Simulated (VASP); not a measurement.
An input for Ansatz (written as the equivalent of a VASP run, and not itself run):

Ansatz 0.2 input:
```yaml
crystal:
  lattice:
    - [1.3581199, -2.3523332, 0.0000000]
    - [1.3581199, 2.3523332, 0.0000000]
    - [0.0000000, 0.0000000, 4.9411087]
  atoms:
    - { symbol: Zn, position: [0.3333330, 0.6666670, 0.2500000] }
    - { symbol: Zn, position: [0.6666670, 0.3333330, 0.7500000] }
kpoints:
  mp_grid: { grid: [17, 17, 8] }
hamiltonian:
  xc: rpbe
  pseudopotentials: { kind: paw }
scf:
  occupations: { method: tetrahedron }
  max_iter: 100
output: { forces: true, stress: true, eigenvalues: true }
```

Q: Translate this input to VASP (INCAR, KPOINTS, POSCAR, choice of POTCAR).

A: Several could match; the one computed here: 
File POSCAR:
```
Zn
1
    1.3581199326    -2.3523331790     0.0000000000
    1.3581199326     2.3523331790     0.0000000000
    0.0000000000     0.0000000000     4.9411086517
Zn
2
Direct
  0.3333330000   0.6666670000   0.2500000000
  0.6666670000   0.3333330000   0.7500000000
```

File KPOINTS:
```
Automatic mesh
0
Gamma
17 17 8
0 0 0
```

INCAR:
```
ALGO = Normal
EDIFF = 1E-7
ENCUT = 520
GGA = RP
ISIF = 2
ISMEAR = -5
LASPH = .TRUE.
LCHARG = .TRUE.
LMAXMIX = 4
LORBIT = 11
LREAL = .FALSE.
LWAVE = .FALSE.
NEDOS = 601
NELM = 100
PREC = Accurate
SYSTEM = Zn
```

POTCAR, in this order: Zn (PBE.64 set). Program: vasp_std.

Limits of the translation: each code has its own PAW files, so the cut-off isn't converted (ENCUT is set for VASP's; basis.ecutwfc is left out, and Ansatz then takes the one that its files recommend); Ansatz stops its SCF on the density residual and VASP on the energy change (EDIFF).

The compound is Zn in the hcp structure. It was relaxed first.
